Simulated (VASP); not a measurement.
Computed with PBE GGA, VASP's PBE PAW potentials (set 64) (plane waves; VASP).

A VASP calculation is set up with these files.

**POSCAR**
```
PdIn
1
    3.3150000000     0.0000000000     0.0000000000
    0.0000000000     3.3150000000     0.0000000000
    0.0000000000     0.0000000000     3.3150000000
In Pd
1 1
Direct
  0.5000000000   0.5000000000   0.5000000000
  0.0000000000   0.0000000000   0.0000000000
```

INCAR:
```
SYSTEM = PdIn
PREC = Accurate
ENCUT = 400
EDIFF = 1E-6
NELM = 100
ALGO = Normal
LREAL = .FALSE.
LASPH = .TRUE.
ISMEAR = 1
SIGMA = 0.1
GGA = PE
LMAXMIX = 4
LWAVE = .FALSE.
LCHARG = .FALSE.
ISIF = 2
KSPACING = 0.35
KGAMMA = .FALSE.
```

POTCAR, in this order: In_d Pd (PBE.64 set). Program: vasp_std.

### Question
What will the output report for the number of irreducible k-points (NKPTS), number of bands (NBANDS), largest plane-wave count, number of space-group operations, FFT grid (NGX, NGY, NGZ)?

### Answer

```
Quantity                                      Result
--------------------------------------  ------------
number of irreducible k-points (NKPTS)            10
number of bands (NBANDS)                          15
largest plane-wave count                         675
number of space-group operations                  48
FFT grid (NGX, NGY, NGZ)                24 × 24 × 24
```

The compound is PdIn in the CsCl type structure. The cell was not relaxed at this level. The run is one of a series of settings (KGAMMA = .FALSE., KSPACING = 0.35, KPOINTS file removed against the base run), some of them coarse on purpose. The electron count is odd and the run is not spin-polarised, which forces a metal.
